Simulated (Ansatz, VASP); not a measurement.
## Two plane-wave programs on Sn2TeSe

The input POSCAR:

```
Sn2TeSe
1.0
    4.3809765004      0.0000000000      0.0000000000
    0.0000000000      4.3809765004      0.0000000000
    0.0000000000      0.0000000000      6.2262160171
Se Sn Te
1 2 1
Direct
    0.0000000000      0.0000000000      0.0000000000
    0.0000000000      0.0000000000      0.5000000000
    0.5000000000      0.5000000000      0.0000000000
    0.5000000000      0.5000000000      0.5000000000
```

INCAR.step1

```
PREC = Accurate
ENCUT = 520
ISMEAR = -1
SIGMA = 0.02
LREAL = False
LASPH = True
NELM = 80
NBANDS = 28
GGA = PE
ALGO = Normal
EDIFF = 1E-4
LWAVE = True
LCHARG = False
```

INCAR.step2

```
PREC = Accurate
ENCUT = 520
EDIFF = 1E-6
ISMEAR = -1
SIGMA = 0.02
LREAL = False
LASPH = True
NELM = 80
ALGO = Normal
ISIF = 2
LWAVE = False
LCHARG = False
METAGGA = R2SCAN
LMIXTAU = True
NBANDS = 28
ISTART = 1
```

File KPOINTS:

```
regular mesh
0
Gamma
  6 6 4
```

Input for Ansatz:

```yaml
crystal:
  lattice:
    - [4.3809765004, 0.0, 0.0]
    - [0.0, 4.3809765004, 0.0]
    - [0.0, 0.0, 6.2262160171]
  atoms:
    - { symbol: Se, position: [0.0, 0.0, 0.0] }
    - { symbol: Sn, position: [0.0, 0.0, 0.5] }
    - { symbol: Te, position: [0.5, 0.5, 0.5] }
    - { symbol: Sn, position: [0.5, 0.5, 0.0] }
kpoints:
  mp_grid: { grid: [6, 6, 4] }
  band_path:
    path:
      - [0.0, 0.0, 0.0]
      - [0.0, 0.5, 0.0]
      - [0.5, 0.5, 0.0]
      - [0.0, 0.0, 0.5]
      - [0.0, 0.5, 0.5]
      - [0.5, 0.5, 0.5]
      - [0.05, 0.5, 0.5]
      - [0.0, 0.45, 0.5]
    npoints: 1
hamiltonian:
  xc: r2scan
scf:
  occupations: { method: fermi_dirac, width: 0.02 }
  n_extra_bands: 5
output:
  forces: true
  stress: true
  eigenvalues: true
```

Alike in both runs: task single point; functional r2SCAN; k mesh 6 × 6 × 4; occupations fermi-dirac, width 0.02 eV; no spin polarisation.

|  | VASP | Ansatz |
| --- | --- | --- |
| version | VASP 6.6.1 | Ansatz 0.2.0 |
| potentials or method | VASP PAW PBE potentials, release 64 (Se, Sn_d, Te) | plane waves, PAW |
| plane-wave cutoff (eV) | 520 | 500 |
| valence electrons in the cell | 40 | 60 |

|  | VASP | Ansatz | Ansatz less VASP |
| --- | --- | --- | --- |
| pressure (GPa) | 0.0 | 0.0 | +0.01 |

The two sets of potentials don't hold the same shells in valence.

Caveats: the PAW data sets were made with another functional, which shifts forces and pressure a little (VASP); spin-orbit coupling is left out, which moves the levels of the heavy elements.
